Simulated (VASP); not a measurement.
Energy against volume of BN (zinc blende). Calculation: PBE GGA with D4 dispersion, VASP's PBE PAW potentials (set 64) (plane waves; VASP). Settings: 520 eV cut-off, 12×12×12 Γ-centred mesh, Gaussian smearing of 0.050 eV, potentials B N.

| V (Å³/atom) | E (eV/atom) |
|---|---|
| 5.517 | -8.93453 |
| 5.693 | -8.95637 |
| 5.869 | -8.96337 |
| 6.045 | -8.95761 |

**Question.** Fit these four points and predict the energy of the run at 6.221 Å³/atom.

**Answer.** A cubic in V^(−2/3), the third-order Birch-Murnaghan form, passes through the four points with V0 = 5.87 Å³/atom and B0 = 385 GPa, and gives -8.9408 eV/atom there. The run gave -8.9408 eV/atom, +0.0 meV/atom from the fit; all five points give B0 = 386 GPa.

The compound is BN in the zinc blende structure. It was relaxed first.
